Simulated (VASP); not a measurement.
Crystal: NaCl.

```
Na Cl
1.0
     0.00000    2.80000    2.80000
     2.80000    0.00000    2.80000
     2.80000    2.80000    0.00000
Na Cl
1 1
Direct
  0.00000 0.00000 0.00000
  0.50000 0.50000 0.50000
```

The cell was built by a generator and needn't be a form met in nature.

| Property | Result |
| --- | --- |
| Program | VASP 6.6.1 |
| Task | relaxation of cell and atoms |
| Functional | LDA |
| Potentials or basis | VASP PAW LDA potentials, release 64 (Na_pv, Cl) |
| Cutoff | 600 eV |
| k mesh | 8 × 8 × 8 |
| Occupations | gaussian, width 0.02 eV |
| Spin | no spin polarisation |

At the start: pressure -2.0 GPa; volume 21.95 Å³/atom.

Where does the relaxation end?

Over 5 steps the energy falls by 10.1 meV/atom and the volume is 20.40 Å³/atom (-7.1 %); space group Fm-3m (No. 225, to 0.05 Å).

Step by step:
```
step  energy change (eV)  largest force (eV/Å)  pressure (GPa)  volume (Å³)
   1              0.0000                0.0000           -1.96        43.90
   2             -0.0158                0.0000           -1.00        42.22
   3             -0.0202                0.0000           -0.18        41.01
   4             -0.0203                0.0000            0.05        40.74
   5             -0.0203                0.0000           -0.01        40.81
```

Final structure:
```
Na Cl
1.0
     0.00000    2.73254    2.73254
     2.73254    0.00000    2.73254
     2.73254    2.73254    0.00000
Na Cl
1 1
Direct
  0.00000 0.00000 0.00000
  0.50000 0.50000 0.50000
```
